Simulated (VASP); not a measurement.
Calculation: PBE GGA, VASP's PBE PAW potentials (set 64) (plane waves; VASP).

VASP ran on this input.

### INCAR
```
SYSTEM=ZnSe
PREC=Accurate; ENCUT=400; LREAL=.False.
LASPH=.True.
EDIFF=1E-6; NELM=100; ALGO=Normal
LMAXMIX=4
ISMEAR=0; SIGMA=0.05
GGA=PE
IBRION=2; NSW=60; ISIF=3
EDIFFG=-0.01
LWAVE=.False.; LCHARG=.False.
```

### KPOINTS
```
Automatic mesh
0
Gamma
7 7 7
0 0 0
```

POSCAR:
```
ZnSe
1
   -0.0000000000     2.8672361617     2.8672361617
    2.8672361617     0.0000000000     2.8672361617
    2.8672361617     2.8672361617    -0.0000000000
Zn Se
1 1
Direct
  0.0000000000   0.0000000000   0.0000000000
  0.7500000000   0.7500000000   0.7500000000
```

POTCAR, in this order: Zn Se (PBE.64 set). Program: vasp_std.

The run wrote:

**OUTCAR**
```
 ion  position               nearest neighbor table
   1  0.000  0.000  0.000-   2 2.48   2 2.48   2 2.48   2 2.48
   2  0.750  0.750  0.750-   1 2.48   1 2.48   1 2.48   1 2.48
  LATTYP: Found a face centered cubic cell.
 ALAT       =     5.7344723234
 Subroutine PRICEL returns:
 Original cell was already a primitive cell.
 Subroutine GETGRP returns: Found 24 space group operations
The static configuration has the point symmetry T_d .
The dynamic configuration has the point symmetry T_d .
 Subroutine INISYM returns: Found 24 space group operations
 Subroutine IBZKPT returns following result:
 Found     20 irreducible k-points:

 Following reciprocal coordinates:
            Coordinates               Weight
  0.000000  0.000000  0.000000      1.000000
  0.142857  0.000000  0.000000      8.000000
  0.285714  0.000000  0.000000      8.000000
  0.428571  0.000000  0.000000      8.000000
  0.142857  0.142857  0.000000      6.000000
  0.285714  0.142857  0.000000     24.000000
  0.428571  0.142857  0.000000     24.000000
 -0.428571  0.142857  0.000000     24.000000
 -0.285714  0.142857  0.000000     24.000000
 -0.142857  0.142857  0.000000     12.000000
  0.285714  0.285714  0.000000      6.000000
  0.428571  0.285714  0.000000     24.000000
 -0.428571  0.285714  0.000000     24.000000
 -0.285714  0.285714  0.000000     12.000000
  0.428571  0.428571  0.000000      6.000000
 -0.428571  0.428571  0.000000     12.000000
  0.428571  0.285714  0.142857     24.000000
 -0.428571  0.285714  0.142857     48.000000
 -0.428571  0.428571  0.142857     24.000000
 -0.285714  0.428571  0.142857     24.000000
   k-points           NKPTS =     20   k-points in BZ     NKDIM =     20   number of bands    NBANDS=     13
   number of dos      NEDOS =    301   number of ions     NIONS =      2
   total plane-waves  NPLWV =  21952
   dimension x,y,z NGX =    28 NGY =   28 NGZ =   28
...
```

**OSZICAR**
```
       N       E                     dE             d eps       ncg     rms          rms(c)
DAV:   1     0.748332090696E+02    0.74833E+02   -0.77102E+03   520   0.131E+03
DAV:   2    -0.170273070942E+01   -0.76536E+02   -0.73288E+02   580   0.241E+02
DAV:   3    -0.628126368729E+01   -0.45785E+01   -0.45643E+01   640   0.613E+01
DAV:   4    -0.632007041012E+01   -0.38807E-01   -0.38803E-01   580   0.629E+00
DAV:   5    -0.632030011585E+01   -0.22971E-03   -0.22970E-03   575   0.442E-01    0.465E+00
DAV:   6    -0.604632668342E+01    0.27397E+00   -0.69163E-01   747   0.284E+01    0.354E+00
DAV:   7    -0.602945527152E+01    0.16871E-01   -0.18610E-01   550   0.431E+00    0.149E+00
DAV:   8    -0.602964888029E+01   -0.19361E-03   -0.42405E-03   615   0.643E-01    0.456E-01
DAV:   9    -0.602992375044E+01   -0.27487E-03   -0.10852E-03   565   0.285E-01    0.693E-02
DAV:  10    -0.603000943264E+01   -0.85682E-04   -0.12329E-04   608   0.109E-01    0.169E-02
DAV:  11    -0.603002644968E+01   -0.17017E-04   -0.29377E-05   555   0.537E-02    0.577E-03
DAV:  12    -0.603002782075E+01   -0.13711E-05   -0.33275E-06   615   0.214E-02    0.409E-03
DAV:  13    -0.603002787341E+01   -0.52667E-07   -0.68539E-07   390   0.973E-03
   1 F= -.60300279E+01 E0= -.60300279E+01  d E =-.603003E+01
```

OUTCAR:
```
------------------------ aborting loop because EDIFF is reached ----------------------------------------
  FORCE on cell =-STRESS in cart. coord.  units (eV):
  Direction    XX          YY          ZZ          XY          YZ          ZX
  --------------------------------------------------------------------------------------
  Total       -0.0160550     -0.0160550     -0.0160550      0.0000000      0.0000000     -0.0000000
  in kB       -0.5456317     -0.5456317     -0.5456317      0.0000000      0.0000000     -0.0000000
  external PRESSURE =      -0.5456317 kB  Pullay stress =       0.0000000 kB
  volume of cell :       47.14
      direct lattice vectors                 reciprocal lattice vectors
     0.000000000  2.867236162  2.867236162    -0.174383961  0.174383961  0.174383961
     2.867236162  0.000000000  2.867236162     0.174383961 -0.174383961  0.174383961
     2.867236162  2.867236162  0.000000000     0.174383961  0.174383961 -0.174383961
  FREE ENERGIE OF THE ION-ELECTRON SYSTEM (eV)
  ---------------------------------------------------
  free  energy   TOTEN  =        -6.0300278734 eV

  energy  without entropy=       -6.0300278734  energy(sigma->0) =       -6.03002787

 reached required accuracy - stopping structural energy minimisation
```
(Selected blocks of OUTCAR.)

File OUTCAR:
```
 val. band max:        1.3191332184   @ k =   0.0000   0.0000   0.0000

 cond. band min:       2.4677857799   @ k =   0.0000   0.0000   0.0000


 Fermi energy:         1.6017883349

 k-point     1 :       0.0000    0.0000    0.0000
  band No.  band energies     occupation
      1     -11.7210      2.00000
      2      -5.1034      2.00000
      3      -5.1033      2.00000
      4      -5.1033      2.00000
      5      -4.7646      2.00000
      6      -4.7646      2.00000
      7       1.3191      2.00000
      8       1.3191      2.00000
      9       1.3191      2.00000
     10       2.4678      0.00000
     11       7.1274      0.00000
     12       7.1274      0.00000
     13       7.1274      0.00000

 k-point     2 :       0.1429    0.0000    0.0000
  band No.  band energies     occupation
      1     -11.5995      2.00000
      2      -5.0908      2.00000
      3      -5.0848      2.00000
      4      -5.0848      2.00000
      5      -4.7659      2.00000
      6      -4.7659      2.00000
      7      -0.2211      2.00000
      8       1.1380      2.00000
      9       1.1380      2.00000
     10       3.5994      0.00000
     11       7.0758      0.00000
     12       7.4303      0.00000
     13       7.4303      0.00000

 k-point     3 :       0.2857    0.0000    0.0000
  band No.  band energies     occupation
      1     -11.3021      2.00000
      2      -5.0477      2.00000
      3      -5.0477      2.00000
      4      -4.9997      2.00000
      5      -4.7621      2.00000
      6      -4.7621      2.00000
      7      -2.0745      2.00000
      8       0.7834      2.00000
      9       0.7834      2.00000
     10       3.9682      0.00000
     11       7.7791      0.00000
     12       7.7791      0.00000
     13       8.1876      0.00000

 k-point     4 :       0.4286    0.0000    0.0000
  band No.  band energies     occupation
      1     -11.0326      2.00000
      2      -5.0250      2.00000
      3      -5.0250      2.00000
...
```

The structure comes from a computed database's ZnSe entry (F-43m); how it stands against other phases isn't given here. It was relaxed first. The start is the result of an earlier pass.
